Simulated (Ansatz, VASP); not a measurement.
BeSn: VASP beside Ansatz

```
Be Sn
1.0
     0.00000    2.63342    2.63342
     2.63342    0.00000    2.63342
     2.63342    2.63342    0.00000
Be Sn
1 1
Direct
  0.00000 0.00000 0.00000
  0.50000 0.50000 0.50000
```

Alike in both runs: functional PBE; k mesh 18 × 18 × 18; occupations gaussian, width 0.1 eV; no spin polarisation.

Ansatz relaxed the structure, and its values are those at the end. VASP's run is a single point on that final structure, the one shown.

|  | VASP | Ansatz |
| --- | --- | --- |
| version | VASP 6.6.1 | Ansatz 0.2.0 |
| potentials or method | VASP PAW PBE potentials, release 64 (Be, Sn_d) | scalar-relativistic, plane waves, PAW |
| plane-wave cutoff (eV) | 520 | 420 |
| valence electrons in the cell | 16 | 16 |

|  | VASP | Ansatz | Ansatz less VASP |
| --- | --- | --- | --- |
| gap on the k mesh at the Fermi level (eV) | none | none | - |
| pressure (GPa) | 0.0 | 0.0 | +0.02 |

A gap of «none» marks a metal or a gap that the smearing closes.
